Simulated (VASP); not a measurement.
Given:

```yaml
crystal:
  lattice:
    - [2.94000, 0.00000, 0.00000]
    - [0.00000, 2.94000, 0.00000]
    - [0.00000, 0.00000, 2.94000]
  atoms:
    - { symbol: Gd, position: [0.00000, 0.00000, 0.00000] }
    - { symbol: N, position: [0.50000, 0.50000, 0.50000] }
```

All values below come from PBE GGA, VASP's PBE PAW potentials (set 64) (plane waves; VASP). Run with 520 eV cut-off, 8×8×8 Γ-centred mesh, Gaussian smearing of 0.050 eV, potentials Gd_3 N.

The 4f electrons are frozen in the core of the lanthanide potential, so 4f levels, which can set the real gap, and their magnetism are missing.

Give the stress tensor in GPa (positive for a compressed cell).

```
16.41   0.00   0.00
 0.00  16.41   0.00
 0.00   0.00  16.41
```
The pressure is its mean diagonal, 16.41 GPa.

The structure was generated: GdN was put into the CsCl type (Pm-3m), which need not be its known phase. The cell was not relaxed at this level.
